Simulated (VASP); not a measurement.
Input for VASP

File POSCAR:
```
TlBr
1
    4.0877457940     0.0000000000     0.0000000000
    0.0000000000     4.0877457940     0.0000000000
    0.0000000000     0.0000000000     4.0877457940
Tl Br
1 1
Direct
  0.0000000000   0.0000000000   0.0000000000
  0.5000000000   0.5000000000   0.5000000000
```

### INCAR
```
ALGO = Normal
EDIFF = 1E-6
ENCUT = 520
GGA = PE
ISMEAR = 0
LASPH = .True.
LCHARG = .False.
LMAXMIX = 4
LREAL = .False.
LWAVE = .True.
NELM = 100
PREC = Accurate
SIGMA = 0.05
SYSTEM = TlBr
```

### KPOINTS
```
K-points
0
G
  6 6 6
```

POTCAR, in this order: Tl_d Br (PBE.64 set). Program: vasp_std.

Question: Translate this PBE calculation to Ansatz.

Answer: One equivalent input (not run):
Ansatz 0.2 input:
```yaml
crystal:
  lattice:
    - [4.0877458, 0.0000000, 0.0000000]
    - [0.0000000, 4.0877458, 0.0000000]
    - [0.0000000, 0.0000000, 4.0877458]
  atoms:
    - { symbol: Tl, position: [0.0000000, 0.0000000, 0.0000000] }
    - { symbol: Br, position: [0.5000000, 0.5000000, 0.5000000] }
kpoints:
  mp_grid: { grid: [6, 6, 6] }
hamiltonian:
  xc: pbe
  pseudopotentials: { kind: paw }
scf:
  occupations: { method: gaussian, width: 0.05 }
  max_iter: 100
output: { forces: true, stress: true, eigenvalues: true }
```
Limits of the translation: each code has its own PAW files, so the cut-off isn't converted (ENCUT is set for VASP's; basis.ecutwfc is left out, and Ansatz then takes the one that its files recommend); Ansatz stops its SCF on the density residual and VASP on the energy change (EDIFF).

The compound is TlBr in the CsCl type structure. It was relaxed first, which changed the volume by +8 %.
